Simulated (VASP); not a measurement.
OSZICAR of a VASP run on Pt3Ti (L1_2):

### OSZICAR
```
       N       E                     dE             d eps       ncg     rms          rms(c)
DAV:   1     0.387700990444E+03    0.38770E+03   -0.21084E+04  1750   0.177E+03
DAV:   2     0.164645502254E+02   -0.37124E+03   -0.36481E+03  1885   0.442E+02
DAV:   3    -0.173221497807E+02   -0.33787E+02   -0.32735E+02  2752   0.109E+02
DAV:   4    -0.183262825548E+02   -0.10041E+01   -0.99988E+00  2067   0.201E+01
DAV:   5    -0.183614129076E+02   -0.35130E-01   -0.35071E-01  2601   0.382E+00    0.163E+01
DAV:   6    -0.181849001447E+02    0.17651E+00   -0.38288E+01  2684   0.336E+01    0.208E+01
DAV:   7    -0.160452189596E+02    0.21397E+01   -0.49908E+01  2768   0.399E+01    0.796E+00
DAV:   8    -0.155354480164E+02    0.50977E+00   -0.17569E+00  2502   0.790E+00    0.425E+00
DAV:   9    -0.153700521520E+02    0.16540E+00   -0.17872E+00  2736   0.668E+00    0.149E+00
DAV:  10    -0.153588393001E+02    0.11213E-01   -0.70331E-02  2517   0.189E+00    0.714E-01
DAV:  11    -0.153551561744E+02    0.36831E-02   -0.18204E-02  2694   0.730E-01    0.190E-01
DAV:  12    -0.153548263455E+02    0.32983E-03   -0.21164E-03  2777   0.229E-01    0.193E-02
DAV:  13    -0.153548278420E+02   -0.14965E-05   -0.31933E-05  2017   0.446E-02    0.735E-03
DAV:  14    -0.153548281115E+02   -0.26953E-06   -0.57507E-06  2537   0.162E-02    0.307E-03
DAV:  15    -0.153548288713E+02   -0.75972E-06   -0.25386E-07  1705   0.420E-03    0.126E-03
DAV:  16    -0.153548291095E+02   -0.23827E-06   -0.75557E-08  1146   0.217E-03    0.643E-04
DAV:  17    -0.153548292443E+02   -0.13474E-06   -0.61409E-08  1188   0.147E-03    0.217E-04
DAV:  18    -0.153548292126E+02    0.31677E-07   -0.90570E-09   961   0.783E-04
   1 F= -.15354829E+02 E0= -.15354829E+02  d E =0.000000E+00
```

Question: Which electronic solver shows in the log?

Answer: It is blocked Davidson (ALGO = Normal, or the opening steps of other solvers). The INCAR had ALGO = Normal.

Question: Can the final energy be trusted as converged?

Answer: Self-consistency was reached. It stopped with EDIFF = 1E-7, NELM = 100 (vdW-DF2, plane waves, VASP's PBE PAW potentials (set 64)).

The compound is Pt3Ti in the L1_2 structure. It was relaxed first, which changed the volume by +11 %.
